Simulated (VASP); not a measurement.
Write the native input for VASP 6.6.1 that does the following.

| Property | Result |
| --- | --- |
| Task | single point |
| Functional | PBE |
| Potentials or basis | VASP PAW PBE potentials, release 64 (Mn_pv, Zn) |
| Cutoff | 520 eV |
| k mesh | 6 × 6 × 6 |
| Occupations | gaussian, width 0.1 eV |
| Spin | collinear spin, typed start |
| Starting moments | [4.0, 4.0, 4.0, 0.0] μB |
| Dipole correction | no |
| Further INCAR settings | ALGO = Normal; EDIFF = 1e-06; NBANDS = 38 |

The structure of Mn3Zn lies in POSCAR:

```
Mn3Zn
1.0
   -1.7544100000      1.7544100000      3.8217990000
    1.7544100000     -1.7544100000      3.8217990000
    1.7544100000      1.7544100000     -3.8217990000
Mn Zn
3 1
Direct
    0.7500000000      0.2500000000      0.5000000000
    0.2500000000      0.7500000000      0.5000000000
    0.5000000000      0.5000000000      0.0000000000
    0.0000000000      0.0000000000      0.0000000000
```

The cell comes from a database or a generator and needn't be the stable form of this composition.

One way to write it, as run:

INCAR

```
ALGO = Normal ; EDIFF = 1E-6
ENCUT = 520 ; GGA = PE
ISIF = 2 ; ISMEAR = 0
ISPIN = 2 ; LASPH = True
LCHARG = True ; LELF = True
LMAXMIX = 4 ; LORBIT = 11
LREAL = False ; LVHAR = True
LWAVE = False ; MAGMOM = 4 4 4 0
NBANDS = 38 ; NELM = 150
PREC = Accurate ; SIGMA = 0.1
```

KPOINTS

```
k-points
0
Gamma
  6 6 6
```

Potentials or basis: VASP PAW PBE potentials, release 64 (Mn_pv, Zn).

The run is started by

```bash
$ cat potpaw_PBE.64/Mn_pv/POTCAR potpaw_PBE.64/Zn/POTCAR > POTCAR
$ mpirun -np 1 vasp_std > vasp.out
```

Results of the run:

| Quantity | Value |
| --- | --- |
| Pressure | -1.0 GPa |
| Band gap on the k mesh | none (metal or under the smearing width) |
| Net moment | 3.58 μB per cell |
| Site moments | Mn +1.04, +1.53; Zn -0.03 μB |
| Valence electrons inside the program's atomic spheres | Mn 11.82, 11.80; Zn 11.09 |

Caveat: the k mesh is coarse (spacing up to 0.42 Å⁻¹), so the values aren't converged.

Wall time 98 s on 1 thread of Intel(R) Xeon(R) Platinum 8559C (Emerald Rapids) (shared host), peak memory 0.29 GiB.
